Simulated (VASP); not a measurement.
Consider the following.

```
Y
1.0
    3.70704     0.00000     0.00000
   -1.85352     3.21039     0.00000
    0.00000     0.00000     5.98322
Y
2
Direct
  0.33333   0.66667   0.25000
  0.66667   0.33333   0.75000
```

All values below come from LDA (Ceperley-Alder, Perdew-Zunger), VASP's LDA PAW potentials (set 64) (plane waves; VASP). Numerical set-up: 180 eV cut-off, 6×6×6 Γ-centred mesh shifted by (0.5, 0.5, 0.5), first-order Methfessel-Paxton smearing of 0.20 eV, potentials Y_sv.

At this cut-off the stress carries a Pulay error, which pulls relaxed volumes low.  Energy and stress use the plane-wave basis of the starting cell.

Q: The ions, cell shape and volume are relaxed. Predict the relaxed structure.

A: 
```
Y
1.0
    3.51544     0.00000     0.00000
   -1.75772     3.04446     0.00000
    0.00000     0.00000     5.51388
Y
2
Cartesian
  0.00000   2.02964   1.37847
  1.75772   1.01482   4.13541
```
Space group P6_3/mmc (194), at a tolerance of 0.03 Å.

Q: How do energy and volume change from the first to the last step?

A: The energy (σ→0) changes by -164.9 meV/atom and the volume by -17.1 %, in 12 ionic steps.

| step | E(σ→0) (eV) | max force (eV/Å) | pressure (GPa) | volume (Å³) |
|---|---|---|---|---|
| 1 | -13.6069 | 0.000 | -7.88 | 71.21 |
| 2 | -13.8877 | 0.000 | 3.98 | 54.64 |
| 3 | -13.9357 | 0.000 | 0.01 | 58.94 |
| 4 | -13.9357 | 0.000 | 0.19 | 58.71 |
| 5 | -13.9365 | 0.000 | 0.18 | 58.75 |
| 6 | -13.9367 | 0.000 | 0.18 | 58.77 |
| 7 | -13.9367 | 0.000 | 0.19 | 58.78 |
| 8 | -13.9366 | 0.000 | 0.19 | 58.79 |
| 9 | -13.9367 | 0.000 | 0.19 | 58.78 |
| 10 | -13.9367 | 0.000 | 0.19 | 58.78 |
| 11 | -13.9367 | 0.000 | -0.08 | 59.12 |
| 12 | -13.9367 | 0.000 | 0.02 | 59.01 |

The structure comes from a computed database's Y entry; how it stands against other phases isn't given here. This run relaxes it. Symmetry was kept, so distortions that lower it aren't found. The k-mesh is coarse (spacing up to 0.34 per Å, 2π included), so the numbers may not be converged in it. The run is one of a series of settings (EDIFFG = -0.01, ENCUT = 180, GGA removed, IBRION = 2, ISIF = 3, ISPIN removed, the spin start removed, NSW = 50, KPOINTS 6×6×6 Γ-centred mesh shifted by (0.5, 0.5, 0.5), POTCAR Y_sv (LDA.64 set) against the base run), some of them coarse on purpose.
